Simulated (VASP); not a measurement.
The system is V.

```
V
1.0
    -1.47968    1.47968    1.47968
     1.47968   -1.47968    1.47968
     1.47968    1.47968   -1.47968
V
1
Direct
  0.00000 0.00000 0.00000
```

Base run:

| Quantity | Value |
| --- | --- |
| Program | VASP 6.6.1 |
| Functional | PBEsol |
| Potentials or basis | VASP PAW PBE potentials, release 64 (V_sv) |
| Cutoff | 700 eV |
| k mesh | 20 × 20 × 20 |
| Occupations | gaussian, width 0.1 eV |
| Spin | no spin polarisation |

Its results: band gap on the k mesh none (metal or under the smearing width); pressure 0.0 GPa.

Question: The run is repeated on the same cell with these changes: cutoff from 700 eV to 520 eV; occupations from gaussian, width 0.1 eV to gaussian, width 0.5 eV. What comes out?

Answer: Band gap on the k mesh none (metal or under the smearing width); pressure 1.3 GPa.

Caveats: the PAW data sets were made with another functional, which shifts forces and pressure a little.
